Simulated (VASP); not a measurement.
Output of a VASP run:

OSZICAR:
```
       N       E                     dE             d eps       ncg     rms          rms(c)
DAV:   1     0.292577425644E+03    0.29258E+03   -0.21831E+04  6336   0.171E+03
DAV:   2    -0.715913581510E+02   -0.36417E+03   -0.35667E+03  6336   0.378E+02
DAV:   3    -0.990980874594E+02   -0.27507E+02   -0.27005E+02  7208   0.127E+02
DAV:   4    -0.100079445170E+03   -0.98136E+00   -0.97508E+00  7809   0.220E+01
DAV:   5    -0.100112649279E+03   -0.33204E-01   -0.33170E-01  8000   0.379E+00    0.282E+01
DAV:   6    -0.102066657479E+03   -0.19540E+01   -0.20540E+02  7605   0.197E+02    0.348E+01
DAV:   7    -0.863435083310E+02    0.15723E+02   -0.51806E+01  7526   0.115E+02    0.816E+00
DAV:   8    -0.868067074428E+02   -0.46320E+00   -0.97567E+00  9396   0.265E+01    0.530E+00
DAV:   9    -0.866228400462E+02    0.18387E+00   -0.10694E+00  8728   0.137E+01    0.101E+00
DAV:  10    -0.866767376704E+02   -0.53898E-01   -0.16333E-01  7394   0.306E+00    0.452E-01
DAV:  11    -0.866778955781E+02   -0.11579E-02   -0.55697E-02  7270   0.245E+00    0.366E-01
DAV:  12    -0.866862890908E+02   -0.83935E-02   -0.16099E-02  7159   0.150E+00    0.121E-01
DAV:  13    -0.866859708443E+02    0.31825E-03   -0.12641E-03  7553   0.436E-01    0.451E-02
DAV:  14    -0.866863014728E+02   -0.33063E-03   -0.62246E-04  6836   0.265E-01    0.340E-02
DAV:  15    -0.866863138866E+02   -0.12414E-04   -0.15913E-04  8152   0.176E-01    0.145E-02
DAV:  16    -0.866863252059E+02   -0.11319E-04   -0.22482E-05  7566   0.595E-02    0.676E-03
DAV:  17    -0.866863236890E+02    0.15169E-05   -0.69011E-06  7350   0.342E-02    0.318E-03
DAV:  18    -0.866863274038E+02   -0.37148E-05   -0.89919E-07  7067   0.107E-02    0.989E-04
DAV:  19    -0.866863273853E+02    0.18538E-07   -0.79447E-08  3521   0.250E-03
   1 F= -.86686327E+02 E0= -.86686327E+02  d E =0.000000E+00
       N       E                     dE             ncg
```

OUTCAR:
```
------------------------ aborting loop because EDIFF is reached ----------------------------------------
  FORCE on cell =-STRESS in cart. coord.  units (eV):
  Direction    XX          YY          ZZ          XY          YZ          ZX
  --------------------------------------------------------------------------------------
  Total       -0.3696386      0.3459783     -0.0354528      0.0000000      0.0000000      0.0000000
  in kB       -6.2341112      5.8350700     -0.5979269      0.0000000      0.0000000      0.0000000
  external PRESSURE =      -0.3323227 kB  Pullay stress =       0.0000000 kB
  volume of cell :       95.00
      direct lattice vectors                 reciprocal lattice vectors
     5.130424573  0.000000000  0.000000000     0.194915642  0.000000000  0.000000000
     0.000000000  3.325483074  0.000000000     0.000000000  0.300708191  0.000000000
     0.000000000  0.000000000  5.568077780     0.000000000  0.000000000  0.179595192
 POSITION                                       TOTAL-FORCE (eV/Angst)
 -----------------------------------------------------------------------------------
      4.21153      2.49411      3.24383         0.006228     -0.000000     -0.000541
      0.91889      0.83137      2.32424        -0.006228     -0.000000      0.000541
      3.48411      0.83137      0.45979        -0.006228     -0.000000     -0.000541
      1.64632      2.49411      5.10828         0.006228     -0.000000      0.000541
      2.60495      0.83137      3.83472         0.002064     -0.000000     -0.010649
      2.52548      2.49411      1.73336        -0.002064      0.000000      0.010649
      5.09069      2.49411      1.05068        -0.002064      0.000000     -0.010649
      0.03973      0.83137      4.51740         0.002064     -0.000000      0.010649
 -----------------------------------------------------------------------------------
    total drift:                                0.000000      0.000000     -0.000000
  FREE ENERGIE OF THE ION-ELECTRON SYSTEM (eV)
  ---------------------------------------------------
  free  energy   TOTEN  =       -86.6863273853 eV

  energy  without entropy=      -86.6863273853  energy(sigma->0) =      -86.68632739

 total charge

# of ion       s       p       d       tot
------------------------------------------
    1        0.753   0.881   0.000   1.634
    2        0.753   0.881   0.000   1.634
    3        0.753   0.881   0.000   1.634
    4        0.753   0.881   0.000   1.634
    5        0.524   0.695   8.463   9.682
    6        0.524   0.695   8.463   9.682
    7        0.524   0.695   8.463   9.682
    8        0.524   0.695   8.463   9.682
--------------------------------------------------
tot          5.106   6.303  33.852  45.261
```
(Selected blocks of OUTCAR.)

**POSCAR**
```
SiNi
1
    5.1304245730     0.0000000000     0.0000000000
   -0.0000000000     3.3254830738     0.0000000000
    0.0000000000     0.0000000000     5.5680777795
Si Ni
4 4
Direct
  0.8208931382   0.7500000000   0.5825768107
  0.1791068618   0.2500000000   0.4174231893
  0.6791068618   0.2500000000   0.0825768107
  0.3208931382   0.7500000000   0.9174231893
  0.5077446265   0.2500000000   0.6886974846
  0.4922553735   0.7500000000   0.3113025154
  0.9922553735   0.7500000000   0.1886974846
  0.0077446265   0.2500000000   0.8113025154
```

**Question.** Write an INCAR and KPOINTS that could have produced this output.

**Answer.** One answer among several that fit: the input of the run itself, r2SCAN meta-GGA, plane waves, VASP's PBE PAW potentials (set 64).

INCAR:
```
SYSTEM=SiNi
PREC=Accurate; ENCUT=400; LREAL=F
LASPH=T
EDIFF=1E-7; NELM=100; ALGO=Normal
LMAXMIX=4; LMIXTAU=T
ISMEAR=-5
METAGGA=R2SCAN
ISIF=2
LWAVE=F; LCHARG=F; LORBIT=11
NEDOS=601
LEFG=T
```

KPOINTS_OPT:
```
k-points along high-symmetry lines
5
Line-mode
Reciprocal
  0.000000   0.000000   0.000000 ! GAMMA
  0.500000   0.000000   0.000000 ! X

  0.500000   0.000000   0.000000 ! X
  0.500000   0.500000   0.000000 ! S

  0.500000   0.500000   0.000000 ! S
  0.000000   0.500000   0.000000 ! Y

  0.000000   0.500000   0.000000 ! Y
  0.000000   0.000000   0.000000 ! GAMMA

  0.000000   0.000000   0.000000 ! GAMMA
  0.000000   0.000000   0.500000 ! Z

  0.000000   0.000000   0.500000 ! Z
  0.500000   0.000000   0.500000 ! U

  0.500000   0.000000   0.500000 ! U
  0.500000   0.500000   0.500000 ! R

  0.500000   0.500000   0.500000 ! R
  0.000000   0.500000   0.500000 ! T

  0.000000   0.500000   0.500000 ! T
  0.000000   0.000000   0.500000 ! Z

  0.500000   0.000000   0.000000 ! X
  0.500000   0.000000   0.500000 ! U

  0.000000   0.500000   0.000000 ! Y
  0.000000   0.500000   0.500000 ! T

  0.500000   0.500000   0.000000 ! S
  0.500000   0.500000   0.500000 ! R
```

### KPOINTS
```
Automatic mesh
0
gamma
 7 10 6
0 0 0
```

POTCAR, in this order: Si Ni (PBE.64 set). Program: vasp_std.

For a metal the tetrahedron method with Blöchl corrections gives inexact stress and forces.

The structure comes from a computed database's SiNi entry (Pnma), a phase known from measurement. It was relaxed first. The run is not spin-polarised, so no magnetic state was tried.
